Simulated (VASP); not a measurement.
# A vacancy on the Sc site in a supercell of Sc, part 2 of 3

How easily does a vacancy on the Sc site form in Sc? The host is relaxed first, then a supercell is run with and without the defect.

VASP 6.6.1; PBEsol; plane waves and PAW (Sc_sv).

So far. Step 2 (The host at zero pressure): The run ended after 5 ionic steps, 0.037 eV below its first step, once forces and stress met EDIFFG = -0.02. Step 3 (Relax the host again, on a new basis): The start already met the threshold, so nothing moved.

### 4. The perfect supercell

System of this step: Sc. The cell holds 64 atoms: 64 Sc. Its edges and angles: a = 13.086 Å, b = 13.086 Å, c = 10.152 Å, α = 90.0°, β = 90.0°, γ = 120.0°. It derives from Sc.

The same cell, mesh and cutoff without the defect give the energy to subtract and, in a gapped host, the band edges to count from, so that most errors cancel.

File INCAR:

```
SYSTEM = Sc
PREC = Normal
ENCUT = 300
EDIFF = 1E-05
NELM = 120
ISMEAR = 1
SIGMA = 0.2
LREAL = Auto
ALGO = Fast
GGA = PS
NBANDS = 408
LASPH = .TRUE.
LORBIT = 11
LWAVE = .FALSE.
LCHARG = .FALSE.
KPAR = 4
NCORE = 2
```

File POSCAR:

```
Sc
1.0
   13.0856930900      0.0000000000      0.0000000000
   -6.5428465452     11.3325426420      0.0000000000
    0.0000000000      0.0000000000     10.1520451180
Sc
64
Direct
    0.0000000000      0.0000000000      0.0000000000
    0.0000000000      0.0000000000      0.5000000000
    0.0000000000      0.2500000000      0.0000000000
    0.0000000000      0.2500000000      0.5000000000
    0.0000000000      0.5000000000      0.0000000000
    0.0000000000      0.5000000000      0.5000000000
    0.0000000000      0.7500000000      0.0000000000
    0.0000000000      0.7500000000      0.5000000000
    0.2500000000      0.0000000000      0.0000000000
    0.2500000000      0.0000000000      0.5000000000
    0.2500000000      0.2500000000      0.0000000000
    0.2500000000      0.2500000000      0.5000000000
    0.2500000000      0.5000000000      0.0000000000
    0.2500000000      0.5000000000      0.5000000000
    0.2500000000      0.7500000000      0.0000000000
    0.2500000000      0.7500000000      0.5000000000
    0.5000000000      0.0000000000      0.0000000000
    0.5000000000      0.0000000000      0.5000000000
    0.5000000000      0.2500000000      0.0000000000
    0.5000000000      0.2500000000      0.5000000000
    0.5000000000      0.5000000000      0.0000000000
    0.5000000000      0.5000000000      0.5000000000
    0.5000000000      0.7500000000      0.0000000000
    0.5000000000      0.7500000000      0.5000000000
    0.7500000000      0.0000000000      0.0000000000
    0.7500000000      0.0000000000      0.5000000000
    0.7500000000      0.2500000000      0.0000000000
    0.7500000000      0.2500000000      0.5000000000
    0.7500000000      0.5000000000      0.0000000000
    0.7500000000      0.5000000000      0.5000000000
    0.7500000000      0.7500000000      0.0000000000
    0.7500000000      0.7500000000      0.5000000000
    0.0833333333      0.1666666667      0.2500000000
    0.0833333333      0.1666666667      0.7500000000
    0.0833333333      0.4166666667      0.2500000000
    0.0833333333      0.4166666667      0.7500000000
    0.0833333333      0.6666666667      0.2500000000
    0.0833333333      0.6666666667      0.7500000000
    0.0833333333      0.9166666667      0.2500000000
    0.0833333333      0.9166666667      0.7500000000
    0.3333333333      0.1666666667      0.2500000000
    0.3333333333      0.1666666667      0.7500000000
    0.3333333333      0.4166666667      0.2500000000
    0.3333333333      0.4166666667      0.7500000000
    0.3333333333      0.6666666667      0.2500000000
    0.3333333333      0.6666666667      0.7500000000
    0.3333333333      0.9166666667      0.2500000000
    0.3333333333      0.9166666667      0.7500000000
    0.5833333333      0.1666666667      0.2500000000
    0.5833333333      0.1666666667      0.7500000000
    0.5833333333      0.4166666667      0.2500000000
    0.5833333333      0.4166666667      0.7500000000
    0.5833333333      0.6666666667      0.2500000000
    0.5833333333      0.6666666667      0.7500000000
    0.5833333333      0.9166666667      0.2500000000
    0.5833333333      0.9166666667      0.7500000000
    0.8333333333      0.1666666667      0.2500000000
    0.8333333333      0.1666666667      0.7500000000
    0.8333333333      0.4166666667      0.2500000000
    0.8333333333      0.4166666667      0.7500000000
    0.8333333333      0.6666666667      0.2500000000
    0.8333333333      0.6666666667      0.7500000000
    0.8333333333      0.9166666667      0.2500000000
    0.8333333333      0.9166666667      0.7500000000
```

File KPOINTS:

```
Automatic mesh
0
Gamma
3 3 4
0 0 0
```

PAW data sets: Sc_sv (PBE family, release 64).

Command:

```bash
$ mpirun -np 8 vasp_std
```

The log of the run:

```text
[banner, memory and clock lines left out]
running    8 mpi-ranks, on    1 nodes
 distrk:  each k-point on    2 cores,    4 groups
 distr:  one band on    2 cores,    1 groups

 POSCAR found type information on POSCAR Sc
 POSCAR found :  1 types and      64 ions
 [... a notice as in an earlier step ...]

 LDA part: xc-table for (Slater+PW92), standard interpolation
 POSCAR, INCAR and KPOINTS ok, starting setup
 FFT: planning ... GRIDC
 FFT: planning ... GRID_SOFT
 FFT: planning ... GRID
 WAVECAR not read
 entering main loop
       N       E                     dE             d eps       ncg     rms          rms(c)
DAV:   1     0.131916401641E+05    0.13192E+05   -0.24323E+05  8136   0.124E+03
DAV:   2     0.462707310019E+03   -0.12729E+05   -0.12619E+05  9840   0.811E+02
DAV:   3    -0.389500828804E+03   -0.85221E+03   -0.81527E+03 12384   0.256E+02
DAV:   4    -0.463363913016E+03   -0.73863E+02   -0.68629E+02 12112   0.491E+01
DAV:   5    -0.469459718190E+03   -0.60958E+01   -0.55407E+01 11984   0.132E+01    0.457E+01
RMM:   6    -0.425651277742E+03    0.43808E+02   -0.63556E+01  7607   0.243E+01    0.157E+01
RMM:   7    -0.422319361462E+03    0.33319E+01   -0.10627E+02  9278   0.178E+01    0.646E+00
RMM:   8    -0.422374114197E+03   -0.54753E-01   -0.84966E+00  9249   0.581E+00    0.287E+00
RMM:   9    -0.422600905262E+03   -0.22679E+00   -0.39180E+00 10487   0.223E+00    0.746E-01
RMM:  10    -0.422709274953E+03   -0.10837E+00   -0.13277E+00 11361   0.105E+00    0.533E-01
RMM:  11    -0.422765281009E+03   -0.56006E-01   -0.67663E-01 10655   0.645E-01    0.320E-01
RMM:  12    -0.422784996542E+03   -0.19716E-01   -0.23240E-01 10235   0.493E-01    0.411E-02
RMM:  13    -0.422803507945E+03   -0.18511E-01   -0.18453E-01 10867   0.246E-01    0.806E-02
RMM:  14    -0.422809993833E+03   -0.64859E-02   -0.65630E-02 10372   0.146E-01    0.609E-02
RMM:  15    -0.422815663121E+03   -0.56693E-02   -0.57943E-02  9402   0.921E-02    0.603E-02
RMM:  16    -0.422817724385E+03   -0.20613E-02   -0.22264E-02  9012   0.668E-02    0.521E-02
RMM:  17    -0.422819719094E+03   -0.19947E-02   -0.21653E-02  9671   0.602E-02    0.252E-02
RMM:  18    -0.422820586598E+03   -0.86750E-03   -0.83609E-03  7590   0.399E-02    0.192E-02
RMM:  19    -0.422821334149E+03   -0.74755E-03   -0.74624E-03  7571   0.241E-02    0.192E-02
RMM:  20    -0.422821650071E+03   -0.31592E-03   -0.31754E-03  7270   0.180E-02    0.201E-02
RMM:  21    -0.422821940536E+03   -0.29046E-03   -0.29230E-03  6930   0.134E-02    0.211E-02
RMM:  22    -0.422822068728E+03   -0.12819E-03   -0.12645E-03  6473   0.109E-02    0.159E-02
RMM:  23    -0.422822182248E+03   -0.11352E-03   -0.11573E-03  6310   0.113E-02    0.121E-02
RMM:  24    -0.422822230357E+03   -0.48109E-04   -0.49829E-04  6220   0.882E-03    0.115E-02
RMM:  25    -0.422822271011E+03   -0.40654E-04   -0.44541E-04  6068   0.709E-03    0.110E-02
RMM:  26    -0.422822290545E+03   -0.19534E-04   -0.19174E-04  5515   0.557E-03    0.111E-02
RMM:  27    -0.422822304681E+03   -0.14136E-04   -0.16482E-04  5710   0.514E-03    0.996E-03
RMM:  28    -0.422822310058E+03   -0.53771E-05   -0.65902E-05  5752   0.418E-03
   1 F= -.42282231E+03 E0= -.42278921E+03  d E =-.992910E-01
```

It took 20 min on 8 MPI ranks of Intel Xeon Platinum 8488C (Sapphire Rapids), shared host; peak memory 6.8 GiB; 2.6 h of CPU time.

OUTCAR, selected parts (step 4):

```text
  LATTYP: Found a hexagonal cell.
 ALAT       =    13.0856930900
 C/A-ratio  =     0.7758125648

 Found      9 irreducible k-points:

   k-points           NKPTS =      9   k-points in BZ     NKDIM =      9   number of bands    NBANDS=    408

   dimension x,y,z NGX =    56 NGY =   56 NGZ =   48
   dimension x,y,z NGXF=   112 NGYF=  112 NGZF=   96

   ENCUT  =  300.0 eV  22.05 Ry    4.70 a.u.  18.48 18.48 14.34*2*pi/ulx,y,z

   NELECT =     704.0000    total number of electrons

 E-fermi :   3.8486

 k-point     1 :       0.0000    0.0000    0.0000
  band No.  band energies     occupation
    ...
    340       3.7121      1.90716
    341       3.7121      1.90716
    342       3.7121      1.90716
    343       3.7121      1.90716
    344       3.7121      1.90716
    345       3.9326      0.35396
    346       3.9326      0.35396
    347       3.9326      0.35393
    348       3.9326      0.35370
    349       3.9326      0.35367
    ...

 k-point     2 :       0.3333   -0.0000    0.0000
  band No.  band energies     occupation
    ...
    340       3.6811      1.99803
    341       3.6811      1.99803
    342       3.8559      0.93819
    343       3.8559      0.93817
    344       3.9033      0.55524
    345       3.9551      0.22502
    346       3.9552      0.22475
    347       3.9711      0.14865
    348       3.9711      0.14858
    349       3.9712      0.14839
    ...

  Total       -1.2461596     -1.2461596     -1.8868851      0.0000000      0.0000000      0.0000000
  in kB       -1.3261926     -1.3261926     -2.0080680      0.0000000      0.0000000      0.0000000
  external PRESSURE =      -1.5534844 kB  Pullay stress =       0.0000000 kB

  energy-cutoff  :      300.00
  volume of cell :     1505.49
      direct lattice vectors                 reciprocal lattice vectors
    13.085693090  0.000000000  0.000000000     0.076419338  0.044120725  0.000000000
    -6.542846545 11.332542642  0.000000000     0.000000000  0.088241450  0.000000000
     0.000000000  0.000000000 10.152045118     0.000000000  0.000000000  0.098502320

 POSITION                                       TOTAL-FORCE (eV/Angst)
 -----------------------------------------------------------------------------------
      0.00000      0.00000      0.00000        -0.000000      0.000000     -0.000000
      0.00000      0.00000      5.07602        -0.000000      0.000000      0.000000
     -1.63571      2.83314      0.00000        -0.000000      0.000000      0.000000
     -1.63571      2.83314      5.07602        -0.000000      0.000000     -0.000000
     -3.27142      5.66627      0.00000        -0.000000      0.000000      0.000000
     -3.27142      5.66627      5.07602        -0.000000      0.000000      0.000000
     -4.90713      8.49941      0.00000        -0.000000      0.000000      0.000000
     -4.90713      8.49941      5.07602        -0.000000      0.000000     -0.000000
      3.27142      0.00000      0.00000        -0.000000      0.000000     -0.000000
      3.27142      0.00000      5.07602        -0.000000      0.000000      0.000000
      1.63571      2.83314      0.00000        -0.000000      0.000000      0.000000
      1.63571      2.83314      5.07602        -0.000000      0.000000     -0.000000
     -0.00000      5.66627      0.00000        -0.000000      0.000000     -0.000000
     -0.00000      5.66627      5.07602        -0.000000      0.000000      0.000000
     -1.63571      8.49941      0.00000        -0.000000      0.000000      0.000000
     -1.63571      8.49941      5.07602        -0.000000      0.000000     -0.000000
      6.54285      0.00000      0.00000        -0.000000      0.000000     -0.000000
      6.54285      0.00000      5.07602        -0.000000      0.000000      0.000000
      4.90713      2.83314      0.00000        -0.000000      0.000000      0.000000
      4.90713      2.83314      5.07602        -0.000000      0.000000     -0.000000
      3.27142      5.66627      0.00000        -0.000000      0.000000      0.000000
      3.27142      5.66627      5.07602        -0.000000      0.000000      0.000000
      1.63571      8.49941      0.00000        -0.000000      0.000000      0.000000
      1.63571      8.49941      5.07602        -0.000000      0.000000     -0.000000
      9.81427      0.00000      0.00000        -0.000000      0.000000     -0.000000
      9.81427      0.00000      5.07602        -0.000000      0.000000      0.000000
      8.17856      2.83314      0.00000        -0.000000      0.000000      0.000000
      8.17856      2.83314      5.07602        -0.000000      0.000000     -0.000000
      6.54285      5.66627      0.00000        -0.000000      0.000000      0.000000
      6.54285      5.66627      5.07602        -0.000000      0.000000      0.000000
      4.90713      8.49941      0.00000        -0.000000      0.000000      0.000000
      4.90713      8.49941      5.07602        -0.000000      0.000000     -0.000000
     -0.00000      1.88876      2.53801         0.000000     -0.000000      0.000000
     -0.00000      1.88876      7.61403         0.000000     -0.000000      0.000000
     -1.63571      4.72189      2.53801         0.000000     -0.000000     -0.000000
     -1.63571      4.72189      7.61403         0.000000     -0.000000      0.000000
     -3.27142      7.55503      2.53801         0.000000     -0.000000      0.000000
     -3.27142      7.55503      7.61403         0.000000     -0.000000     -0.000000
[...]
-----------------------------------------------------------------------------------
    total drift:                                0.000042     -0.000024     -0.000000

  FREE ENERGIE OF THE ION-ELECTRON SYSTEM (eV)
  ---------------------------------------------------
  free  energy   TOTEN  =      -422.8223100580 eV

  energy  without entropy=     -422.7230190955  energy(sigma->0) =     -422.78921307

 total charge
# of ion       s       p       d       tot
------------------------------------------
    1        2.286   6.110   1.033   9.429
    2        2.286   6.110   1.033   9.429
    3        2.286   6.110   1.033   9.429
    4        2.286   6.110   1.033   9.429
    5        2.286   6.110   1.033   9.429
    6        2.286   6.110   1.033   9.429
    7        2.286   6.110   1.033   9.429
    8        2.286   6.110   1.033   9.429
    9        2.286   6.110   1.033   9.429
   10        2.286   6.110   1.033   9.429
   11        2.286   6.110   1.033   9.429
   12        2.286   6.110   1.033   9.429
   13        2.286   6.110   1.033   9.429
   14        2.286   6.110   1.033   9.429
   15        2.286   6.110   1.033   9.429
   16        2.286   6.110   1.033   9.429
   17        2.286   6.110   1.033   9.429
   18        2.286   6.110   1.033   9.429
   19        2.286   6.110   1.033   9.429
   20        2.286   6.110   1.033   9.429
   21        2.286   6.110   1.033   9.429
   22        2.286   6.110   1.033   9.429
   23        2.286   6.110   1.033   9.429
   24        2.286   6.110   1.033   9.429
   25        2.286   6.110   1.033   9.429
   26        2.286   6.110   1.033   9.429
   27        2.286   6.110   1.033   9.429
   28        2.286   6.110   1.033   9.429
   29        2.286   6.110   1.033   9.429
   30        2.286   6.110   1.033   9.429
   31        2.286   6.110   1.033   9.429
   32        2.286   6.110   1.033   9.429
   33        2.286   6.110   1.033   9.429
   34        2.286   6.110   1.033   9.429
   35        2.286   6.110   1.033   9.429
   36        2.286   6.110   1.033   9.429
   37        2.286   6.110   1.033   9.429
[...]
--------------------------------------------------
tot        146.290 391.057  66.120 603.467

[... 2 parts as in an earlier step ...]

[... 7 further parts left out ...]
```

This step gave:

- electronic cycles: 28
- electrons: 704
- free energy (TOTEN): -422.8223 eV
- energy at zero smearing: -422.7892 eV

The host is treated as a metal, as its relaxation found a gap under 0.3 eV or none, and only the neutral defect is run.

(Continued in part 3 of 3.)

[Lines on the potential files, build, host, timing and source positions are cut from VASP's logs without a mark.]

[Logs are printed without paths, hosts, clocks, repeated set-up lines and the standing remarks that a program may print on its own settings, such as how far it seeks lower states.]

[Hosts, paths, dates, database ids (printed as entryN), source tags and the programs' standing remarks are cut or masked in the printed files.]

[In band tables of VASP the shares of atoms and orbitals are scaled to a sum of 1 inside the atoms' spheres.]

[Runs that stopped without an error message from VASP are left out.]
